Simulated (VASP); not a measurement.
# MnHg (P4/mmm) in VASP: further runs

One crystal, MnHg, is run at these levels: LDA, PBEsol; tasks: single point.

Program: VASP 6.6.1. These are calculated values, not measurements. Logs are shortened: lines on timing, memory, paths and dates and some standing lists are left out, and cuts for length are marked.

### 1 The structure

The structure is tetragonal, space group P4/mmm (No. 123). Conventional cell: a = 3.288 Å, b = 3.288 Å, c = 3.313 Å, α = 90.00°, β = 90.00°, γ = 90.00°. Hg (site symmetry 4/mmm) is surrounded by 8 Mn at 2.85 Å. Around Mn (site symmetry 4/mmm) lie 8 Hg at 2.85 Å.

### 2 Single point, LDA, collinear spin, ferromagnetic start

INCAR reads:

```
SYSTEM = MnHg
  PREC = Accurate
  ENCUT = 550
  EDIFF = 1E-7
  ISMEAR = 0
  SIGMA = 0.1
  LREAL = .FALSE.
  LASPH = .TRUE.
  NELM = 120
  ALGO = Normal
  ISIF = 2
  LWAVE = .FALSE.
  LCHARG = .FALSE.
  ISPIN = 2
  MAGMOM = 0 4
  LORBIT = 11
  LMAXMIX = 4
  GGA = CA
```

KPOINTS reads:

```
Automatic mesh
0
G
  8 8 8
  0 0 0
```

POSCAR reads:

```
MnHg
1.0
    3.2880000000      0.0000000000      0.0000000000
    0.0000000000      3.2880000000      0.0000000000
    0.0000000000      0.0000000000      3.3130000000
Hg Mn
1 1
Cartesian
    0.0000000000      0.0000000000      0.0000000000
    1.6440000000      1.6440000000      1.6565000000
```

Potentials or basis: VASP PAW LDA potentials, release 64 (Hg_sv_GW, Mn_GW).

Command:

```bash
cat potpaw_LDA.64/Hg_sv_GW/POTCAR potpaw_LDA.64/Mn_GW/POTCAR > POTCAR
mpirun -np 1 vasp_std > vasp.out
```

OUTCAR:

```text
SYSTEM = MnHg
   PREC = Accurate
   ENCUT = 550
   EDIFF = 1E-7
   ISMEAR = 0
   LREAL = .FALSE.
   LASPH = .TRUE.
   NELM = 120
   ISIF = 2
   ISPIN = 2
   LORBIT = 11
   GGA = CA

 ion  position               nearest neighbor table
   1  0.000  0.000  0.000-   2 2.85   2 2.85   2 2.85   2 2.85   2 2.85   2 2.85   2 2.85   2 2.85

   2  0.500  0.500  0.500-   1 2.85   1 2.85   1 2.85   1 2.85   1 2.85   1 2.85   1 2.85   1 2.85

  LATTYP: Found a simple tetragonal cell.
 ALAT       =     3.2880000000
 C/A-ratio  =     1.0076034063

  Lattice vectors:

 A1 = (   3.2880000000,   0.0000000000,   0.0000000000)
 A2 = (   0.0000000000,   3.2880000000,   0.0000000000)
 A3 = (   0.0000000000,   0.0000000000,   3.3130000000)

Analysis of symmetry for initial positions (statically):
=====================================================================
 Subroutine PRICEL returns:
 Original cell was already a primitive cell.

 Routine SETGRP: Setting up the symmetry group for a
 simple tetragonal supercell.

 Subroutine GETGRP returns: Found 16 space group operations
 (whereof 16 operations were pure point group operations)
 out of a pool of 16 trial point group operations.

The static configuration has the point symmetry D_4h.

Analysis of symmetry for dynamics (positions and initial velocities):
=====================================================================
 Subroutine PRICEL returns:
 Original cell was already a primitive cell.

 Routine SETGRP: Setting up the symmetry group for a
 simple tetragonal supercell.

 Subroutine GETGRP returns: Found 16 space group operations
 (whereof 16 operations were pure point group operations)
 out of a pool of 16 trial point group operations.

The dynamic configuration has the point symmetry D_4h.

Analysis of structural, dynamic, and magnetic symmetry:
=====================================================================
 Subroutine PRICEL returns:
 Original cell was already a primitive cell.

 Routine SETGRP: Setting up the symmetry group for a
 simple tetragonal supercell.

 Subroutine GETGRP returns: Found 16 space group operations
 (whereof 16 operations were pure point group operations)
 out of a pool of 16 trial point group operations.

The overall configuration has the point symmetry D_4h.

 Subroutine INISYM returns: Found 16 space group operations
 (whereof 16 operations are pure point group operations),
 and found     1 'primitive' translations

----------------------------------------------------------------------------------------

                                     Primitive cell

  volume of cell :      35.8167

  direct lattice vectors                    reciprocal lattice vectors
     3.288000000  0.000000000  0.000000000     0.304136253  0.000000000  0.000000000
     0.000000000  3.288000000  0.000000000     0.000000000  0.304136253  0.000000000
     0.000000000  0.000000000  3.313000000     0.000000000  0.000000000  0.301841232

  length of vectors
     3.288000000  3.288000000  3.313000000     0.304136253  0.304136253  0.301841232

  position of ions in fractional coordinates (direct lattice)
     0.000000000  0.000000000  0.000000000
     0.500000000  0.500000000  0.500000000

  ion indices of the primitive-cell ions
   primitive index   ion index
                 1           1
                 2           2

----------------------------------------------------------------------------------------

 KPOINTS: Automatic mesh

Automatic generation of k-mesh.
 Grid dimensions read from file:
 generate k-points for:    8    8    8

 Generating k-lattice:

  Cartesian coordinates                     Fractional coordinates (reciprocal lattice)
     0.038017032  0.000000000  0.000000000     0.125000000  0.000000000  0.000000000
     0.000000000  0.038017032  0.000000000     0.000000000  0.125000000  0.000000000
     0.000000000  0.000000000  0.037730154     0.000000000  0.000000000  0.125000000

  Length of vectors
     0.038017032  0.038017032  0.037730154

  Shift w.r.t. Gamma in fractional coordinates (k-lattice)
     0.000000000  0.000000000  0.000000000

 Subroutine IBZKPT returns following result:
 ===========================================

 Found     75 irreducible k-points:

 Following reciprocal coordinates:
            Coordinates               Weight
  0.000000  0.000000  0.000000      1.000000
  0.125000  0.000000  0.000000      4.000000
  0.250000  0.000000  0.000000      4.000000
  0.375000  0.000000  0.000000      4.000000
  0.500000  0.000000  0.000000      2.000000
  0.125000  0.125000  0.000000      4.000000
[... 16 lines left out ...]
  0.375000  0.125000  0.125000     16.000000
  0.500000  0.125000  0.125000      8.000000
 [... further k-points ...]
   k-points           NKPTS =     75   k-points in BZ     NKDIM =     75   number of bands    NBANDS=     19
   number of dos      NEDOS =    301   number of ions     NIONS =      2
   total plane-waves  NPLWV =  21952
   dimension x,y,z NGX =    28 NGY =   28 NGZ =   28
   dimension x,y,z NGXF=    56 NGYF=   56 NGZF=   56
   ions per type =               1   1
   NGX,Y,Z   is equivalent  to a cutoff of  14.16, 14.16, 14.05 a.u.
   NGXF,Y,Z  is equivalent  to a cutoff of  28.31, 28.31, 28.10 a.u.
 SYSTEM =  MnHg
   PREC   = accura    normal or accurate (medium, high low for compatibility)
   ISTART =      0    job   : 0-new  1-cont  2-samecut
   ICHARG =      2    charge: 1-file 2-atom 10-const
   ISPIN  =      2    spin polarized calculation?
   LNONCOLLINEAR =      F non collinear calculations
   LSORBIT =      F    spin-orbit coupling
   LASPH  =      T    aspherical Exc in radial PAW
   ENCUT  =  550.0 eV  40.42 Ry    6.36 a.u.   6.29  6.29  6.34*2*pi/ulx,y,z
   NELM   =    120;   NELMIN=  2; NELMDL= -5     # of ELM steps
   EDIFF  = 0.1E-06   stopping-criterion for ELM
   LREAL  =      F    real-space projection
   EDIFFG = 0.1E-05   stopping-criterion for IOM
   NSW    =      0    number of steps for IOM
   IBRION =     -1    ionic relax: 0-MD 1-quasi-New 2-CG
   NFREE  =      0    steps in history (QN), initial steepest desc. (CG)
   ISIF   =      2    stress and relaxation
   ISYM   =      2    0-nonsym 1-usesym 2-fastsym
   POTIM  = 0.5000    time-step for ionic-motion
   TEBEG  =    0.0;   TEEND  =   0.0 temperature during run
   PSTRESS=    0.0 pullay stress
   NELECT =      27.0000    total number of electrons
   NUPDOWN=      -1.0000    fix difference up-down
   EMIN   =  10.00;   EMAX   =-10.00  energy-range for DOS
   EFERMI =   0.00;   METHOD = LEGACY
   ISMEAR =     0;   SIGMA  =   0.10  broadening in eV -4-tet -1-fermi 0-gaus
   EFERMI_NEDOS =   21; number of points for ismear=-14 and -15
   IALGO  =     38    algorithm
   IMIX   =      4    mixing-type and parameters
     AMIX     =   0.40;   BMIX     =  1.00
     AMIX_MAG =   1.60;   BMIX_MAG =  1.00
  volume/ion in A,a.u.               =      17.91       120.85
  Fermi-wavevector in a.u.,A,eV,Ry     =   1.489936  2.815572 30.203716  2.219911
  Thomas-Fermi vector in A             =   2.602782
   LORBIT       =     11    0 simple, 1 ext, 2 COOP (PROOUT), +10 PAW based schemes
   GGA     = CA    functional components
   LHFCALC =     F    Hartree Fock is set to
   AEXX    =    0.0000 exact exchange contribution
   IVDW    =     0    specifies the selected vdW correction
   LEPSILON=     F    determine dielectric tensor
   LRPA    =     F    only Hartree local field effects (RPA)
 spin polarized calculation
 Gauss-broadening in eV      SIGMA  =   0.10
  energy-cutoff  :      550.00
  volume of cell :       35.82
 maximum number of plane-waves:      1068
 NGX is ok and might be reduce to    28
   NGX = 13   NGY = 13   NGZ = 13

 number of electron      27.0000013 magnetization       3.6882014

 Free energy of the ion-electron system (eV)
  ---------------------------------------------------
  ext. energy  EPLUGINS =         0.00000000
  ---------------------------------------------------
  free energy    TOTEN  =        -9.94306648 eV

  energy without entropy =       -9.93051215  energy(sigma->0) =       -9.93678932

 E-fermi :   6.2625     XC(G=0): -12.3225

 val. band max:        6.2473640203   @ k =   0.3750   0.2500   0.0000
 cond. band min:       6.2687974103   @ k =   0.0000   0.0000   0.2500
 fundamental gap:      0.0214333900
 Fermi energy:         6.2625009769

 spin component 1

 k-point     1 :       0.0000    0.0000    0.0000
  band No.  band energies     occupation
      1    -108.7501      1.00000
      2     -57.3367      1.00000
      3     -57.3358      1.00000
      4     -57.3358      1.00000
      5      -3.3419      1.00000
      6      -1.9155      1.00000
[... 11 lines left out ...]
     18      11.3575      0.00000
     19      15.2978      0.00000
[... 485 lines left out ...]
 k-point    24 :       0.5000    0.1250    0.1250
  band No.  band energies     occupation
      1    -108.7498      1.00000
      2     -57.3500      1.00000
      3     -57.3375      1.00000
      4     -57.3369      1.00000
      5      -1.5101      1.00000
      6      -1.4505      1.00000
[... 11 lines left out ...]
     18      14.8841      0.00000
     19      14.9693      0.00000

 [... further k-points ...]

 spin component 2

 k-point     1 :       0.0000    0.0000    0.0000
  band No.  band energies     occupation
      1    -108.7297      1.00000
      2     -57.3155      1.00000
      3     -57.3146      1.00000
      4     -57.3146      1.00000
      5      -3.0692      1.00000
      6      -1.8694      1.00000
[... 11 lines left out ...]
     18      11.7734      0.00000
     19      16.0915      0.00000
[... 485 lines left out ...]
 k-point    24 :       0.5000    0.1250    0.1250
  band No.  band energies     occupation
      1    -108.7293      1.00000
      2     -57.3288      1.00000
      3     -57.3163      1.00000
      4     -57.3157      1.00000
      5      -1.4669      1.00000
      6      -1.4416      1.00000
[... 11 lines left out ...]
     18      15.5346      0.00000
     19      15.7313      0.00000

 [... further k-points ...]

------------------------ aborting loop because EDIFF is reached ----------------------------------------

  FORCE on cell =-STRESS in cart. coord.  units (eV):
  Direction    XX          YY          ZZ          XY          YZ          ZX
  --------------------------------------------------------------------------------------
  -------------------------------------------------------------------------------------
  Total       -2.1373540     -2.1373540     -2.1684564      0.0000000      0.0000000      0.0000000
  in kB      -95.6097075    -95.6097075    -97.0010011      0.0000000      0.0000000      0.0000000
  external PRESSURE =     -96.0734721 kB  Pullay stress =       0.0000000 kB

 VOLUME and BASIS-vectors are now :
 -----------------------------------------------------------------------------
  energy-cutoff  :      550.00
  volume of cell :       35.82
      direct lattice vectors                 reciprocal lattice vectors
     3.288000000  0.000000000  0.000000000     0.304136253  0.000000000  0.000000000
     0.000000000  3.288000000  0.000000000     0.000000000  0.304136253  0.000000000
     0.000000000  0.000000000  3.313000000     0.000000000  0.000000000  0.301841232

 POSITION                                       TOTAL-FORCE (eV/Angst)
 -----------------------------------------------------------------------------------
      0.00000      0.00000      0.00000         0.000000      0.000000      0.000000
      1.64400      1.64400      1.65650         0.000000      0.000000      0.000000
 -----------------------------------------------------------------------------------
    total drift:                               -0.000000      0.000000      0.000000

  FREE ENERGIE OF THE ION-ELECTRON SYSTEM (eV)
  ---------------------------------------------------
  free  energy   TOTEN  =        -9.9430664781 eV

  energy  without entropy=       -9.9305121524  energy(sigma->0) =       -9.93678932

 total charge

# of ion       s       p       d       f       tot
--------------------------------------------------
    1        2.569   6.549   8.787   0.009  17.914
    2        0.310   0.295   5.113   0.005   5.723
--------------------------------------------------
tot          2.879   6.844  13.900   0.015  23.637

 magnetization (x)

# of ion       s       p       d       f       tot
--------------------------------------------------
    1       -0.032  -0.059   0.045   0.004  -0.041
    2        0.021   0.009   3.568   0.000   3.598
--------------------------------------------------
tot         -0.011  -0.050   3.614   0.004   3.557
```

It took 2.2 min on 1 thread of Intel Xeon Platinum 8259CL at 2.50GHz (Skylake/Cascade Lake), shared host; peak memory 0.25 GiB.

Results:

```
Free energy                                           : -9.9431 eV
Pressure                                              : -9.6 GPa
Band gap on the k mesh                                : none (metal or under the smearing width)
Net moment                                            : 3.69 μB per cell
Site moments                                          : Hg -0.04; Mn +3.60 μB
Valence electrons inside the program's atomic spheres : Hg 17.91; Mn 5.72
```

Stress tensor (GPa, compression positive):
```
-9.56  0.00  0.00
 0.00 -9.56  0.00
 0.00  0.00 -9.70
```

(Continued in part 2 of 2.)
